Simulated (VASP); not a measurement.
Given:

```
CELL_PARAMETERS angstrom
      1.77375    -3.07223     0.00000
      1.77375     3.07223     0.00000
      0.00000     0.00000    14.20660
ATOMIC_POSITIONS crystal
  Te 0.33333 0.66667 0.87643
  Te 0.66667 0.33333 0.37643
  Te 0.66667 0.33333 0.12357
  Te 0.33333 0.66667 0.62357
  Mo 0.33333 0.66667 0.25000
  Mo 0.66667 0.33333 0.75000
```

Method: r2SCAN+rVV10, VASP's PBE PAW potentials (set 64) (plane waves; VASP). Numerical set-up: 520 eV cut-off, 8×8×2 Γ-centred mesh, tetrahedra with Blöchl corrections, potentials Te Mo_sv.

The path is coarsely sampled, so an indirect gap can come out somewhat too large. Unless said otherwise, spin-orbit coupling is left out, though it shifts the bands of the heavy elements here.

What does the run give for the energy per atom (σ→0), band gap (over mesh and band path) with the smallest direct gap where there is one?

- band gap (over mesh and band path): 0.87 eV
- smallest direct gap (over mesh and band path): 1.08 eV
- energy per atom (σ→0): -25.752 eV/atom

Total energies compare only between runs with the same potentials, cut-off and functional.

The compound is MoTe2 in the 2H layered structure. It was relaxed first.
